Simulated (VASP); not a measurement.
# BeTl (Pm-3m) in VASP: reference runs, part 2 of 2

VASP 6.6.1. Earlier steps stand in the parts before.

## Step 3: Single point, PBE (atoms moved at random, drawn with an rms of 0.05 Å)

Contents of INCAR:

```
  PREC = Accurate
  ENCUT = 520
  EDIFF = 1E-7
  ISMEAR = -1
  SIGMA = 0.05
  LREAL = F
  LASPH = T
  NELM = 80
  ALGO = Normal
  ISIF = 2
  LWAVE = F
  LCHARG = F
  GGA = PE
  NBANDS = 14
```

Contents of KPOINTS:

```
Automatic mesh
0
Gamma
  8 8 8
```

Contents of POSCAR:

```
BeTl
1.0
    3.3816000000      0.0000000000      0.0000000000
    0.0000000000      3.3816000000      0.0000000000
    0.0000000000      0.0000000000      3.3816000000
Be Tl
1 1
Direct
    0.5003230000      0.4980670000      0.4924320000
    0.0024550000      0.0043780000     -0.0035080000
```

Potentials or basis: VASP PAW PBE potentials, release 64 (Be, Tl_d).

The run is started by

```console
cat potpaw_PBE.64/Be/POTCAR potpaw_PBE.64/Tl_d/POTCAR > POTCAR
mpirun -np 1 vasp_std > vasp.out
```

OUTCAR:

```text
PREC = Accurate
   ENCUT = 520
   EDIFF = 1E-7
   ISMEAR = -1
   LREAL = F
   LASPH = T
   NELM = 80
   ISIF = 2
   GGA = PE

 ion  position               nearest neighbor table
   1  0.500  0.498  0.492-   2 2.90   2 2.91   2 2.92   2 2.93   2 2.93   2 2.94   2 2.94   2 2.95

   2  0.002  0.004  0.996-   1 2.90   1 2.91   1 2.92   1 2.93   1 2.93   1 2.94   1 2.94   1 2.95

  LATTYP: Found a simple cubic cell.
 ALAT       =     3.3816000000

  Lattice vectors:

 A1 = (   3.3816000000,   0.0000000000,   0.0000000000)
 A2 = (   0.0000000000,   3.3816000000,   0.0000000000)
 A3 = (   0.0000000000,   0.0000000000,   3.3816000000)

Analysis of symmetry for initial positions (statically):
=====================================================================
 Subroutine PRICEL returns:
 Original cell was already a primitive cell.

 Routine SETGRP: Setting up the symmetry group for a
 simple cubic supercell.

 Subroutine GETGRP returns: Found  1 space group operations
 (whereof  1 operations were pure point group operations)
 out of a pool of 48 trial point group operations.

The static configuration has the point symmetry C_1 .

Analysis of symmetry for dynamics (positions and initial velocities):
[... 167 lines left out ...]
 k-point     1 :       0.0000    0.0000    0.0000
  band No.  band energies     occupation
      1      -5.3838      2.00000
      2      -5.3838      2.00000
      3      -4.7401      2.00000
      4      -4.7399      2.00000
      5      -4.7398      2.00000
      6      -3.8821      2.00000
      7       8.3675      0.00000
      8       8.3681      0.00000
      9       8.3693      0.00000
     10      10.2318      0.00000
     11      14.0639      0.00000
     12      14.0667      0.00000
     13      18.8830      0.00000
     14      18.8866      0.00000
[... 377 lines left out ...]
      1      -5.3123      2.00000
      2      -5.1371      2.00000
      3      -4.9124      2.00000
      4      -4.8536      2.00000
      5      -4.7615      2.00000
      6      -2.7957      2.00000
      7       4.6572      2.00000
      8       7.7169      0.00000
      9       9.5803      0.00000
     10      11.8876      0.00000
     11      14.5775      0.00000
     12      15.4337      0.00000
     13      16.2492      0.00000
     14      16.5395      0.00000

 [... further k-points ...]
[... 5 lines left out ...]
  --------------------------------------------------------------------------------------
  -------------------------------------------------------------------------------------
  Total       -0.1315237     -0.1329574     -0.1319829      0.0010165      0.0018471      0.0006220
  in kB       -5.4493885     -5.5087927     -5.4684164      0.0421180      0.0765301      0.0257715
  external PRESSURE =      -5.4755325 kB  Pullay stress =       0.0000000 kB

 VOLUME and BASIS-vectors are now :
 -----------------------------------------------------------------------------
  energy-cutoff  :      520.00
  volume of cell :       38.67
      direct lattice vectors                 reciprocal lattice vectors
     3.381600000  0.000000000  0.000000000     0.295718003  0.000000000  0.000000000
     0.000000000  3.381600000  0.000000000     0.000000000  0.295718003  0.000000000
     0.000000000  0.000000000  3.381600000     0.000000000  0.000000000  0.295718003

 POSITION                                       TOTAL-FORCE (eV/Angst)
 -----------------------------------------------------------------------------------
      1.69189      1.68426      1.66521         0.005013      0.014783      0.009565
      0.00830      0.01480      3.36974        -0.005013     -0.014783     -0.009565
 -----------------------------------------------------------------------------------
    total drift:                                0.000015      0.000074     -0.000027

  FREE ENERGIE OF THE ION-ELECTRON SYSTEM (eV)
  ---------------------------------------------------
  free  energy   TOTEN  =        -4.2447145436 eV

  energy  without entropy=       -4.2341082134  energy(sigma->0) =       -4.23941138
```

OSZICAR:

```text
N       E                     dE             d eps       ncg     rms          rms(c)
DAV:   1     0.562792784721E+02    0.56279E+02   -0.71405E+03  7616   0.916E+02
DAV:   2    -0.341566320005E+01   -0.59695E+02   -0.57619E+02  9038   0.210E+02
DAV:   3    -0.431027280358E+01   -0.89461E+00   -0.89301E+00  8792   0.227E+01
DAV:   4    -0.431420739891E+01   -0.39346E-02   -0.39343E-02  8744   0.186E+00
DAV:   5    -0.431426418456E+01   -0.56786E-04   -0.56786E-04  8834   0.217E-01    0.448E+00
DAV:   6    -0.425341555573E+01    0.60849E-01   -0.11023E-01  7958   0.301E+00    0.308E+00
DAV:   7    -0.424556887997E+01    0.78467E-02   -0.30160E-02  8444   0.153E+00    0.109E+00
DAV:   8    -0.424470848342E+01    0.86040E-03   -0.26061E-03  7724   0.434E-01    0.619E-02
DAV:   9    -0.424471213969E+01   -0.36563E-05   -0.44603E-05  8630   0.540E-02    0.234E-02
DAV:  10    -0.424471443868E+01   -0.22990E-05   -0.41834E-06  8288   0.193E-02    0.253E-03
DAV:  11    -0.424471456393E+01   -0.12525E-06   -0.35960E-07  8798   0.485E-03    0.112E-03
DAV:  12    -0.424471454362E+01    0.20308E-07   -0.93746E-08  4054   0.279E-03
   1 F= -.42447145E+01 E0= -.42394114E+01  d E =-.106063E-01
```

stdout:

```text
POSCAR found type information on POSCAR BeTl
 POSCAR found :  2 types and       2 ions
 scaLAPACK will be used
 LDA part: xc-table for (Slater+PW92), standard interpolation
 POSCAR, INCAR and KPOINTS ok, starting setup
 FFT: planning ... GRIDC
 FFT: planning ... GRID_SOFT
 FFT: planning ... GRID
 WAVECAR not read
 entering main loop
```

It took 54 s on 1 thread of Intel Xeon Platinum 8488C (Sapphire Rapids), shared host; peak memory 0.26 GiB.

Results:

| Quantity | Value |
| --- | --- |
| Free energy | -4.2447 eV |
| Pressure | -0.5 GPa |
| Largest force | 0.018 eV/Å |
| Band gap on the k mesh | none (metal or under the smearing width) |

Forces in eV/Å, atoms in the order of the input:
```
Be   0.005  0.015  0.010
Tl  -0.005 -0.015 -0.010
```

Levels at points of the mesh, in eV from the Fermi level:
```csv
k point,band 4,band 5,band 6,band 7,band 8,band 9,band 10,band 11,band 12,band 13
"(0.00, 0.00, 0.00)",-11.29,-11.29,-10.43,1.82,1.82,1.82,3.68,7.51,7.52,12.33
"(0.50, 0.00, 0.00)",-11.52,-11.27,-7.54,-5.62,4.81,4.81,5.59,6.66,6.67,7.52
"(0.00, 0.50, 0.00)",-11.52,-11.27,-7.54,-5.62,4.81,4.81,5.60,6.66,6.67,7.51
"(0.00, 0.00, 0.50)",-11.52,-11.27,-7.54,-5.62,4.81,4.81,5.59,6.66,6.67,7.51
"(0.50, 0.50, 0.00)",-11.47,-11.03,-4.71,-3.22,-3.22,-0.82,5.03,8.58,8.58,9.82
"(0.00, 0.50, 0.50)",-11.47,-11.03,-4.71,-3.22,-3.22,-0.82,5.03,8.58,8.58,9.82
"(0.50, 0.00, 0.50)",-11.47,-11.03,-4.71,-3.22,-3.22,-0.82,5.03,8.58,8.58,9.82
"(0.50, 0.50, 0.50)",-11.02,-11.02,-2.27,0.53,0.54,0.55,0.70,1.14,1.15,1.16
```
